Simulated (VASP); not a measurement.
Input:

```xyz
2
Lattice="0.0000 2.2287 2.2287 2.2287 0.0000 2.2287 2.2287 2.2287 0.0000" Properties=species:S:1:pos:R:3 pbc="T T T"
Nb     0.0000     0.0000     0.0000
C      2.2287     2.2287     2.2287
```

All values below come from PBE GGA with D3 dispersion (zero damping), VASP's PBE PAW potentials (set 64) (plane waves; VASP). Numerical set-up: 520 eV cut-off, 16×16×16 Γ-centred mesh, tetrahedra with Blöchl corrections, potentials Nb_sv C.

Task: What does the run give for the energy per atom (σ→0), band gap (on the k-mesh) with the smallest direct gap where there is one?

Result: 
```json
{
 "band gap (on the k-mesh)": "none (metal, semimetal or under 0.01 eV)",
 "energy per atom (σ→0)": "-10.593 eV/atom"
}
```

The compound is NbC in the rock salt structure. It was relaxed first. The electron count is odd and the run is not spin-polarised, which forces a metal.
